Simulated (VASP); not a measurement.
# LaFe5H2 (Cmmm) in VASP: reference runs

Reference runs on LaFe5H2: the cell as given, then over a range of volumes.

All numbers are computed with VASP 6.6.1; they aren't measurements. Logs are shortened: lines on timing, memory, paths and dates and some standing lists are left out, and cuts for length are marked.

### Step 1. Starting point

It takes space group Cmmm (No. 65, orthorhombic). The conventional cell has a = 5.165 Å, b = 9.004 Å, c = 4.150 Å, α = 90.00°, β = 90.00°, γ = 90.00°. La (site symmetry mmm) has 4 H at 2.40 Å as nearest neighbours. Fe (site symmetry mmm) has 8 Fe at 2.54 to 2.60 Å and 4 H at 2.85 Å as nearest neighbours. Fe (site symmetry m2m) has 6 Fe at 2.54 to 2.57 Å and 2 H at 2.77 Å as nearest neighbours. Fe (site symmetry 2/m) has 2 H at 1.66 Å as nearest neighbours. H (site symmetry m2m) has 2 Fe at 1.66 Å as nearest neighbours.

The cell comes from a database or a generator and needn't be the stable form of this composition.

### Step 2. Single point, PBE, collinear spin, ferromagnetic start

Contents of INCAR:

```
  PREC = Accurate
  ENCUT = 520
  EDIFF = 1E-7
  ISMEAR = -1
  SIGMA = 0.05
  LREAL = False
  LASPH = True
  NELM = 120
  ALGO = Normal
  ISIF = 2
  LWAVE = False
  LCHARG = False
  ISPIN = 2
  MAGMOM = 0 3 3 3 3 3 0 0
  LORBIT = 11
  LMAXMIX = 6
  GGA = PE
  NBANDS = 40
```

Contents of KPOINTS:

```
regular mesh
0
Gamma
  6 6 7
```

Contents of POSCAR:

```
LaFe5H2
1.0
    2.5824111822     -4.5020046527      0.0000000000
    2.5824111822      4.5020046527      0.0000000000
    0.0000000000      0.0000000000      4.1504630000
La Fe H
1 5 2
Direct
    0.0000000000      0.0000000000      0.0000000000
    0.5000000000      0.5000000000      0.5000000000
    0.3367460000      0.6632540000      0.0000000000
    0.6632540000      0.3367460000      0.0000000000
    0.0000000000      0.5000000000      0.5000000000
    0.5000000000      0.0000000000      0.5000000000
    0.8665220000      0.1334780000      0.5000000000
    0.1334780000      0.8665220000      0.5000000000
```

Potentials or basis: VASP PAW PBE potentials, release 64 (La, Fe, H).

Started as:

```bash
cat potpaw_PBE.64/La/POTCAR potpaw_PBE.64/Fe/POTCAR potpaw_PBE.64/H/POTCAR > POTCAR
mpirun -np 1 vasp_std > vasp.out
```

OUTCAR:

```text
PREC = Accurate
   ENCUT = 520
   EDIFF = 1E-7
   ISMEAR = -1
   LREAL = False
   LASPH = True
   NELM = 120
   ISIF = 2
   ISPIN = 2
   LORBIT = 11
   GGA = PE

 ion  position               nearest neighbor table
   1  0.000  0.000  0.000-   4 2.97   3 2.97   4 2.97   3 2.97   3 3.03   4 3.03   2 3.31   2 3.31
                             2 3.31   2 3.31   6 3.32   5 3.32   5 3.32   5 3.32   6 3.32   6 3.32
   2  0.500  0.500  0.500-   3 2.54   4 2.54   3 2.54   4 2.54   5 2.60   6 2.60   6 2.60   5 2.60
                             1 3.31   1 3.31   1 3.31   1 3.31
   3  0.337  0.663  0.000-   2 2.54   2 2.54   6 2.57   5 2.57   5 2.57   6 2.57   4 2.94   1 2.97
                             1 2.97   4 3.02   4 3.02   1 3.03
   4  0.663  0.337  0.000-   2 2.54   2 2.54   6 2.57   5 2.57   5 2.57   6 2.57   3 2.94   1 2.97
                             1 2.97   3 3.02   3 3.02   1 3.03
   5  0.000  0.500  0.500-   7 1.66   8 1.66   3 2.57   4 2.57   3 2.57   4 2.57   6 2.58   6 2.58
                             2 2.60   2 2.60   1 3.32   1 3.32   1 3.32   1 3.32
   6  0.500  0.000  0.500-   7 1.66   8 1.66   3 2.57   4 2.57   3 2.57   4 2.57   5 2.58   5 2.58
                             2 2.60   2 2.60   1 3.32   1 3.32   1 3.32   1 3.32
   7  0.867  0.133  0.500-   5 1.66   6 1.66
   8  0.133  0.867  0.500-   5 1.66   6 1.66

  LATTYP: Found a base centered orthorhombic cell.
 ALAT       =     5.1648223644
 B/A-ratio  =     1.7433337819
 C/A-ratio  =     0.8036022746

  Lattice vectors:

 A1 = (   2.5824111822,  -4.5020046527,   0.0000000000)
 A2 = (   2.5824111822,   4.5020046527,   0.0000000000)
 A3 = (   0.0000000000,   0.0000000000,   4.1504630000)

Analysis of symmetry for initial positions (statically):
=====================================================================
 Subroutine PRICEL returns:
 Original cell was already a primitive cell.

 Routine SETGRP: Setting up the symmetry group for a
 base centered orthorhombic supercell.

 Subroutine GETGRP returns: Found  8 space group operations
 (whereof  8 operations were pure point group operations)
 out of a pool of  8 trial point group operations.

The static configuration has the point symmetry D_2h.

Analysis of symmetry for dynamics (positions and initial velocities):
=====================================================================
 Subroutine PRICEL returns:
 Original cell was already a primitive cell.

 Routine SETGRP: Setting up the symmetry group for a
 base centered orthorhombic supercell.

 Subroutine GETGRP returns: Found  8 space group operations
 (whereof  8 operations were pure point group operations)
 out of a pool of  8 trial point group operations.

The dynamic configuration has the point symmetry D_2h.

Analysis of structural, dynamic, and magnetic symmetry:
=====================================================================
 Subroutine PRICEL returns:
 Original cell was already a primitive cell.

 Routine SETGRP: Setting up the symmetry group for a
 base centered orthorhombic supercell.

 Subroutine GETGRP returns: Found  8 space group operations
 (whereof  8 operations were pure point group operations)
 out of a pool of  8 trial point group operations.

The overall configuration has the point symmetry D_2h.

 Subroutine INISYM returns: Found  8 space group operations
 (whereof  8 operations are pure point group operations),
 and found     1 'primitive' translations

----------------------------------------------------------------------------------------

                                     Primitive cell

  volume of cell :      96.5068

  direct lattice vectors                    reciprocal lattice vectors
     2.582411182 -4.502004653  0.000000000     0.193617501 -0.111061636  0.000000000
     2.582411182  4.502004653  0.000000000     0.193617501  0.111061636  0.000000000
     0.000000000  0.000000000  4.150463000     0.000000000  0.000000000  0.240936975

  length of vectors
     5.190076436  5.190076436  4.150463000     0.223209372  0.223209372  0.240936975

  position of ions in fractional coordinates (direct lattice)
     0.000000000  0.000000000  0.000000000
     0.500000000  0.500000000  0.500000000
     0.336746000  0.663254000  0.000000000
     0.663254000  0.336746000  0.000000000
     1.000000000  0.500000000  0.500000000
     0.500000000  1.000000000  0.500000000
     0.866522000  0.133478000  0.500000000
     0.133478000  0.866522000  0.500000000

  ion indices of the primitive-cell ions
   primitive index   ion index
                 1           1
                 2           2
                 3           3
                 4           4
                 5           5
                 6           6
                 7           7
                 8           8

----------------------------------------------------------------------------------------

 KPOINTS: regular mesh

Automatic generation of k-mesh.
 Grid dimensions read from file:
 generate k-points for:    6    6    7

 Generating k-lattice:

  Cartesian coordinates                     Fractional coordinates (reciprocal lattice)
     0.032269584 -0.018510273  0.000000000     0.166666667 -0.000000000  0.000000000
     0.032269584  0.018510273  0.000000000    -0.000000000  0.166666667  0.000000000
     0.000000000  0.000000000  0.034419568     0.000000000  0.000000000  0.142857143

  Length of vectors
     0.037201562  0.037201562  0.034419568

  Shift w.r.t. Gamma in fractional coordinates (k-lattice)
     0.000000000  0.000000000  0.000000000

 Subroutine IBZKPT returns following result:
 ===========================================

 Found     52 irreducible k-points:

 Following reciprocal coordinates:
            Coordinates               Weight
  0.000000  0.000000  0.000000      1.000000
  0.166667  0.000000  0.000000      4.000000
  0.333333  0.000000  0.000000      4.000000
  0.500000  0.000000  0.000000      2.000000
  0.166667  0.166667  0.000000      2.000000
  0.333333  0.166667  0.000000      4.000000
[... 16 lines left out ...]
  0.333333  0.333333  0.142857      4.000000
  0.500000  0.333333  0.142857      8.000000
 [... further k-points ...]
   k-points           NKPTS =     52   k-points in BZ     NKDIM =     52   number of bands    NBANDS=     40
   number of dos      NEDOS =    301   number of ions     NIONS =      8
   total plane-waves  NPLWV =  51200
   dimension x,y,z NGX =    40 NGY =   40 NGZ =   32
   dimension x,y,z NGXF=    80 NGYF=   80 NGZF=   64
   ions per type =               1   5   2
   NGX,Y,Z   is equivalent  to a cutoff of  12.81, 12.81, 12.82 a.u.
   NGXF,Y,Z  is equivalent  to a cutoff of  25.63, 25.63, 25.64 a.u.
 SYSTEM =  unknown system
   PREC   = accura    normal or accurate (medium, high low for compatibility)
   ISTART =      0    job   : 0-new  1-cont  2-samecut
   ICHARG =      2    charge: 1-file 2-atom 10-const
   ISPIN  =      2    spin polarized calculation?
   LNONCOLLINEAR =      F non collinear calculations
   LSORBIT =      F    spin-orbit coupling
   LASPH  =      T    aspherical Exc in radial PAW
   ENCUT  =  520.0 eV  38.22 Ry    6.18 a.u.   9.65  9.65  7.72*2*pi/ulx,y,z
   NELM   =    120;   NELMIN=  2; NELMDL= -5     # of ELM steps
   EDIFF  = 0.1E-06   stopping-criterion for ELM
   LREAL  =      F    real-space projection
   EDIFFG = 0.1E-05   stopping-criterion for IOM
   NSW    =      0    number of steps for IOM
   IBRION =     -1    ionic relax: 0-MD 1-quasi-New 2-CG
   NFREE  =      0    steps in history (QN), initial steepest desc. (CG)
   ISIF   =      2    stress and relaxation
   ISYM   =      2    0-nonsym 1-usesym 2-fastsym
   POTIM  = 0.5000    time-step for ionic-motion
   TEBEG  =    0.0;   TEEND  =   0.0 temperature during run
   PSTRESS=    0.0 pullay stress
   NELECT =      53.0000    total number of electrons
   NUPDOWN=      -1.0000    fix difference up-down
   EMIN   =  10.00;   EMAX   =-10.00  energy-range for DOS
   EFERMI =   0.00;   METHOD = LEGACY
   ISMEAR =    -1;   SIGMA  =   0.05  broadening in eV -4-tet -1-fermi 0-gaus
   EFERMI_NEDOS =   21; number of points for ismear=-14 and -15
   IALGO  =     38    algorithm
   IMIX   =      4    mixing-type and parameters
     AMIX     =   0.40;   BMIX     =  1.00
     AMIX_MAG =   1.60;   BMIX_MAG =  1.00
  volume/ion in A,a.u.               =      12.06        81.41
  Fermi-wavevector in a.u.,A,eV,Ry     =   1.340646  2.533454 24.454187  1.797332
  Thomas-Fermi vector in A             =   2.468943
   LORBIT       =     11    0 simple, 1 ext, 2 COOP (PROOUT), +10 PAW based schemes
   GGA     = PE    functional components
   LHFCALC =     F    Hartree Fock is set to
   AEXX    =    0.0000 exact exchange contribution
   IVDW    =     0    specifies the selected vdW correction
   LEPSILON=     F    determine dielectric tensor
   LRPA    =     F    only Hartree local field effects (RPA)
 spin polarized calculation
  energy-cutoff  :      520.00
  volume of cell :       96.51
 maximum number of plane-waves:      2627
 NGX is ok and might be reduce to    40
   NGX = 19   NGY = 19   NGZ = 15

 number of electron      52.9999984 magnetization       9.1967629

 number of electron      52.9999984 magnetization      11.1934951

 Free energy of the ion-electron system (eV)
  ---------------------------------------------------
  ext. energy  EPLUGINS =         0.00000000
  ---------------------------------------------------
  free energy    TOTEN  =       -53.18622473 eV

  energy without entropy =      -53.14906195  energy(sigma->0) =      -53.16764334

 E-fermi :   6.4453     XC(G=0): -11.9046

 val. band max:        6.4373140737   @ k =  -0.3333   0.1667   0.1429
 cond. band min:       6.4460117186   @ k =   0.3333   0.3333   0.2857
 fundamental gap:      0.0086976449
 Fermi energy:         6.4452562188

 spin component 1

 k-point     1 :       0.0000    0.0000    0.0000
  band No.  band energies     occupation
      1     -25.1627      1.00000
      2      -9.1708      1.00000
      3      -9.0747      1.00000
      4      -8.8963      1.00000
      5      -2.0278      1.00000
      6       0.8513      1.00000
[... 30 lines left out ...]
     37       8.4566      0.00000
     38       9.6891      0.00000
[... 941 lines left out ...]
     37       9.2591      0.00000
     38       9.4665      0.00000

 [... further k-points ...]

 spin component 2

 k-point     1 :       0.0000    0.0000    0.0000
  band No.  band energies     occupation
      1     -25.2493      1.00000
      2      -9.3167      1.00000
      3      -9.2413      1.00000
      4      -9.0255      1.00000
      5      -1.8848      1.00000
      6       1.4096      1.00000
[... 30 lines left out ...]
     37       9.2663      0.00000
     38       9.6259      0.00000
[... 941 lines left out ...]
     37       9.6183      0.00000
     38       9.7595      0.00000

 [... further k-points ...]

 [bands above 38 left out]

------------------------ aborting loop because EDIFF is reached ----------------------------------------

  FORCE on cell =-STRESS in cart. coord.  units (eV):
  Direction    XX          YY          ZZ          XY          YZ          ZX
  --------------------------------------------------------------------------------------
  -------------------------------------------------------------------------------------
  Total       -0.1623323     -0.1094351     -0.2846342      0.0000000      0.0000000      0.0000000
  in kB       -2.6949937     -1.8168088     -4.7254129      0.0000000      0.0000000      0.0000000
  external PRESSURE =      -3.0790718 kB  Pullay stress =       0.0000000 kB

 VOLUME and BASIS-vectors are now :
 -----------------------------------------------------------------------------
  energy-cutoff  :      520.00
  volume of cell :       96.51
      direct lattice vectors                 reciprocal lattice vectors
     2.582411182 -4.502004653  0.000000000     0.193617501 -0.111061636  0.000000000
     2.582411182  4.502004653  0.000000000     0.193617501  0.111061636  0.000000000
     0.000000000  0.000000000  4.150463000     0.000000000  0.000000000  0.240936975

 POSITION                                       TOTAL-FORCE (eV/Angst)
 -----------------------------------------------------------------------------------
      0.00000      0.00000      0.00000        -0.000000     -0.000000     -0.000000
      2.58241      0.00000      2.07523         0.000000     -0.000000     -0.000000
      2.58241      1.46994      0.00000         0.000000      0.021341     -0.000000
      2.58241     -1.46994      0.00000         0.000000     -0.021341      0.000000
      1.29121      2.25100      2.07523         0.000000     -0.000000     -0.000000
      1.29121     -2.25100      2.07523         0.000000     -0.000000     -0.000000
      2.58241     -3.30017      2.07523         0.000000     -0.027917     -0.000000
      2.58241      3.30017      2.07523         0.000000      0.027917      0.000000
 -----------------------------------------------------------------------------------
    total drift:                                0.000000      0.000000     -0.000000

  FREE ENERGIE OF THE ION-ELECTRON SYSTEM (eV)
  ---------------------------------------------------
  free  energy   TOTEN  =       -53.1862247323 eV

  energy  without entropy=      -53.1490619533  energy(sigma->0) =      -53.16764334

 total charge

# of ion       s       p       d       f       tot
--------------------------------------------------
    1        2.038   5.638   0.835   0.179   8.690
    2        0.480   0.424   6.148   0.000   7.052
    3        0.482   0.402   6.178   0.000   7.062
    4        0.482   0.402   6.178   0.000   7.062
    5        0.466   0.541   6.270   0.000   7.277
    6        0.466   0.541   6.270   0.000   7.277
    7        0.564   0.023   0.000   0.000   0.587
    8        0.564   0.023   0.000   0.000   0.587
--------------------------------------------------
tot          5.540   7.994  31.878   0.179  45.592

 magnetization (x)

# of ion       s       p       d       f       tot
--------------------------------------------------
    1       -0.010  -0.007  -0.154  -0.025  -0.196
    2       -0.002  -0.040   2.585   0.000   2.543
    3        0.003  -0.049   2.602   0.000   2.555
    4        0.003  -0.049   2.602   0.000   2.555
    5       -0.009  -0.032   2.039   0.000   1.999
    6       -0.009  -0.032   2.039   0.000   1.999
    7       -0.013   0.001   0.000   0.000  -0.012
    8       -0.013   0.001   0.000   0.000  -0.012
--------------------------------------------------
tot         -0.050  -0.208  11.713  -0.025  11.430
```

Wall time 15 min (1 thread of Intel Xeon Platinum 8259CL at 2.50GHz (Skylake/Cascade Lake), shared host); peak memory 0.48 GiB.

What came out:

- Free energy: -53.1862 eV
- Pressure: -0.3 GPa
- Largest force: 0.028 eV/Å
- Band gap on the k mesh: none (metal or under the smearing width)
- Net moment: 11.19 μB per cell
- Site moments: La -0.20; Fe +2.54, +2.56, +2.00; H -0.01 μB
- Valence electrons inside the program's atomic spheres: La 8.69; Fe 7.05, 7.06, 7.28; H 0.59

Forces on the atoms (eV/Å):
```
La   0.000  0.000  0.000
Fe   0.000  0.000  0.000
Fe   0.000  0.021  0.000
Fe   0.000 -0.021  0.000
Fe   0.000  0.000  0.000
Fe   0.000  0.000  0.000
H    0.000 -0.028  0.000
H    0.000  0.028  0.000
```

The run has no spin-orbit coupling, so splittings on La are missing.

### Step 3. Equation of state, PBE, collinear spin, ferromagnetic start, 11.34 Å³/atom (volume scaled by 0.94)

Contents of INCAR:

```
SYSTEM = LaFe5H2
PREC = Accurate
ENCUT = 520
EDIFF = 1E-7
ISMEAR = -1
SIGMA = 0.05
LREAL = .False.
LASPH = .True.
NELM = 100
ALGO = Normal
ISIF = 2
LWAVE = .False.
LCHARG = .False.
ISPIN = 2
MAGMOM = 0 3 3 3 3 3 0 0
LORBIT = 11
LMAXMIX = 6
GGA = PE
NBANDS = 40
```

Contents of KPOINTS:

```
Automatic mesh
0
Gamma
  6 6 7
  0 0 0
```

POSCAR: that of step 2 with these lines changed.

```diff
@@ -2,5 +2,5 @@
 1.0
-    2.5824111822     -4.5020046527      0.0000000000
-    2.5824111822      4.5020046527      0.0000000000
-    0.0000000000      0.0000000000      4.1504630000
+    2.5296941211     -4.4101012192      0.0000000000
+    2.5296941211      4.4101012192      0.0000000000
+    0.0000000000      0.0000000000      4.0657358995
 La Fe H
```

Potentials or basis: VASP PAW PBE potentials, release 64 (La, Fe, H).

Started as:

```bash
cat potpaw_PBE.64/La/POTCAR potpaw_PBE.64/Fe/POTCAR potpaw_PBE.64/H/POTCAR > POTCAR
mpirun -np 1 vasp_std > vasp.out
```

It took 15 min on 1 thread of Intel Xeon Platinum 8259CL at 2.50GHz (Skylake/Cascade Lake), shared host; peak memory 0.46 GiB.

It converged, with:

| Item | Value |
| --- | --- |
| Free energy | -53.0482 eV |
| Pressure | 8.3 GPa |
| Largest force | 0.200 eV/Å |
| Band gap on the k mesh | none (metal or under the smearing width) |
| Net moment | 10.76 μB per cell |
| Site moments | La -0.17; Fe +2.43, +2.47, +1.87; H -0.01 μB |
| Valence electrons inside the program's atomic spheres | La 8.78; Fe 7.16, 7.41; H 0.60 |

### Step 4. Equation of state, PBE, collinear spin, ferromagnetic start, 11.58 Å³/atom (volume scaled by 0.96)

Contents of INCAR:

```
ALGO     = Normal         # electronic algorithm
EDIFF    = 1E-7           # SCF threshold, eV
ENCUT    = 520            # plane-wave cutoff, eV
GGA      = PE             # functional
ISIF     = 2              # what is computed and relaxed
ISMEAR   = -1             # smearing method
ISPIN    = 2              # spin polarisation
LASPH    = T              # aspherical terms in the spheres
LCHARG   = F              # write CHGCAR
LMAXMIX  = 6              # l up to which the mixer works
LORBIT   = 11             # projections on sites
LREAL    = F              # projectors in reciprocal space
LWAVE    = F              # write WAVECAR
MAGMOM   = 0 3 3 3 3 3 0 0 # initial moments
NBANDS   = 40             # bands
NELM     = 150            # most SCF steps
PREC     = Accurate       # precision mode
SIGMA    = 0.05           # smearing width, eV
```

Contents of KPOINTS:

```
k-points
0
Gamma
  6 6 7
```

POSCAR: that of step 3 with these lines changed.

```diff
@@ -2,5 +2,5 @@
 1.0
-    2.5296941211     -4.4101012192      0.0000000000
-    2.5296941211      4.4101012192      0.0000000000
-    0.0000000000      0.0000000000      4.0657358995
+    2.5475094554     -4.4411592933      0.0000000000
+    2.5475094554      4.4411592933      0.0000000000
+    0.0000000000      0.0000000000      4.0943687859
 La Fe H
```

Started as:

```bash
cat potpaw_PBE.64/La/POTCAR potpaw_PBE.64/Fe/POTCAR potpaw_PBE.64/H/POTCAR > POTCAR
mpirun -np 1 vasp_std > vasp.out
```

Wall time 14 min (1 thread of Intel Xeon Platinum 8259CL at 2.50GHz (Skylake/Cascade Lake), shared host); peak memory 0.47 GiB.

It converged, with:

| Property | Result |
| --- | --- |
| Free energy | -53.1292 eV |
| Pressure | 5.1 GPa |
| Largest force | 0.140 eV/Å |
| Band gap on the k mesh | none (metal or under the smearing width) |
| Net moment | 10.93 μB per cell |
| Site moments | La -0.18; Fe +2.47, +2.50, +1.92; H -0.01 μB |
| Valence electrons inside the program's atomic spheres | La 8.75; Fe 7.12, 7.13, 7.36; H 0.60 |
